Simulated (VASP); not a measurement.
Given:

```yaml
crystal:
  lattice:
    - [0.00000, 2.36888, 2.36888]
    - [2.36888, 0.00000, 2.36888]
    - [2.36888, 2.36888, 0.00000]
  atoms:
    - { symbol: Ca, position: [0.00000, 0.00000, 0.00000] }
    - { symbol: O, position: [0.50000, 0.50000, 0.50000] }
```

Computed with vdW-DF-cx, VASP's PBE PAW potentials (set 64) (plane waves; VASP). Settings: 520 eV cut-off, 10×10×10 Γ-centred mesh, Gaussian smearing of 0.050 eV, potentials Ca_sv O.

Q: Give the stress tensor in GPa (positive for a compressed cell).

A: 
```
3.71  0.00  0.00
0.00  3.71  0.00
0.00  0.00  3.71
```
The pressure is its mean diagonal, 3.71 GPa.

The compound is CaO in the rock salt structure. This cell is one point of a volume scan, at 0.97 of the reference volume.
